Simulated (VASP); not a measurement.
All values below come from PBE GGA, VASP's PBE PAW potentials (set 64) (plane waves; VASP).

VASP ran on this input.

INCAR:
```
SYSTEM = LaN
PREC = Accurate
ENCUT = 600
EDIFF = 1E-6
NELM = 100
ALGO = Normal
LREAL = .FALSE.
LASPH = .TRUE.
ISMEAR = 0
SIGMA = 0.05
GGA = PE
LMAXMIX = 6
LWAVE = .FALSE.
LCHARG = .FALSE.
ISIF = 2
```

KPOINTS:
```
Automatic mesh
0
Gamma
6 6 3
0 0 0
```

File POSCAR:
```
LaN
3.891910
  0.8073848059  -0.5900252061   0.0000000000
  0.8073848059   0.5900252061   0.0000000000
 -0.2930512268   0.0000000000   1.7437258313
La N
2 2
Cartesian
  0.4036924030   0.2950126031   0.0000000000
  0.2571667896  -0.2950126031   0.8718629156
  0.7341219992  -0.0962921136   0.4359314578
  0.5875963858   0.0962921136   1.3077943735
```

POTCAR, in this order: La N (PBE.64 set). Program: vasp_std.

Predict the energy per atom (σ→0), pressure, largest force, band gap (on the k-mesh).

```json
{
 "energy per atom (σ→0)": "-7.446 eV/atom",
 "band gap (on the k-mesh)": "0.22 eV",
 "pressure": "-12.15 GPa",
 "largest_force": "0.183 eV/Å"
}
```

### OSZICAR
```
...
DAV:   9    -0.297854692794E+02    0.19544E-01   -0.19455E-01  2552   0.408E+00    0.463E-01
DAV:  10    -0.297849536999E+02    0.51558E-03   -0.37720E-02  2536   0.166E+00    0.207E-01
DAV:  11    -0.297853681679E+02   -0.41447E-03   -0.26833E-03  2448   0.479E-01    0.104E-01
DAV:  12    -0.297853938982E+02   -0.25730E-04   -0.39137E-04  2600   0.180E-01    0.252E-02
DAV:  13    -0.297853889971E+02    0.49011E-05   -0.14303E-04  2352   0.129E-01    0.668E-03
DAV:  14    -0.297853917756E+02   -0.27785E-05   -0.19987E-05  1992   0.296E-02    0.678E-03
DAV:  15    -0.297853915886E+02    0.18699E-06   -0.79680E-06  1632   0.295E-02
   1 F= -.29785392E+02 E0= -.29785388E+02  d E =-.628751E-05
```

The structure was generated: LaN was put into the tenorite type (C2/c), which need not be its known phase. The cell was not relaxed at this level. The run is one of a series of settings (ENCUT = 600 against the base run), some of them coarse on purpose.
